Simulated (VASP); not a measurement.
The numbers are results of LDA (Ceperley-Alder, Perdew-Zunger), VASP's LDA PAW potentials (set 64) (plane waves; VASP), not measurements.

Input for VASP

### INCAR
```
# general
SYSTEM   =  ZnSe
PREC     =  Accurate
ENCUT    =  300   # plane-wave cut-off (eV)
LREAL    =  .FALSE.   # projection in real space or not
LASPH    =  .TRUE.   # aspherical one-centre terms

# electronic loop
EDIFF    =  1E-6   # SCF stop (eV)
NELM     =  100   # most electronic steps
ALGO     =  Normal
LMAXMIX  =  4   # l cut-off of mixed one-centre charges

# smearing
ISMEAR   =  -1
SIGMA    =  0.02

# ions
ISIF     =  2   # forces and stress, cell fixed

# output
LWAVE    =  .FALSE.
LCHARG   =  .FALSE.
```

File POSCAR:
```
ZnSe
1
    0.0000000000     2.7783000000     2.7783000000
    2.7783000000     0.0000000000     2.7783000000
    2.7783000000     2.7783000000     0.0000000000
Zn Se
1 1
Direct
  0.0000000000   0.0000000000   0.0000000000
  0.2500000000   0.2500000000   0.2500000000
```

### KPOINTS
```
kpoints
0
G
 5 5 5
0 0 0
```

POTCAR, in this order: Zn Se (LDA.64 set). Program: vasp_std.

At this cut-off the stress carries a Pulay error, which pulls relaxed volumes low.

Q: What does the run give for the energy per atom (σ→0), band gap (on the k-mesh)?

A: 
The energy per atom (σ→0) is -3.674 eV/atom. The band gap (on the k-mesh) is 1.30 eV.

OSZICAR:
```
...
DAV:   6    -0.738073727928E+01    0.28434E+00   -0.70714E-01   368   0.293E+01    0.415E+00
DAV:   7    -0.735268603856E+01    0.28051E-01   -0.19588E-01   295   0.440E+00    0.168E+00
DAV:   8    -0.734845828912E+01    0.42277E-02   -0.34052E-03   364   0.789E-01    0.446E-01
DAV:   9    -0.734784736608E+01    0.61092E-03   -0.10282E-03   290   0.297E-01    0.618E-02
DAV:  10    -0.734786133932E+01   -0.13973E-04   -0.94761E-05   305   0.103E-01    0.183E-02
DAV:  11    -0.734785908335E+01    0.22560E-05   -0.85476E-06   392   0.563E-02    0.455E-03
DAV:  12    -0.734785910955E+01   -0.26195E-07   -0.19083E-06   217   0.110E-02
   1 F= -.73478591E+01 E0= -.73478591E+01  d E =-.934033E-11
```

The structure is a typed ZnSe crystal. The cell was not relaxed at this level, and its volume differs by -5.9 % from the start's.
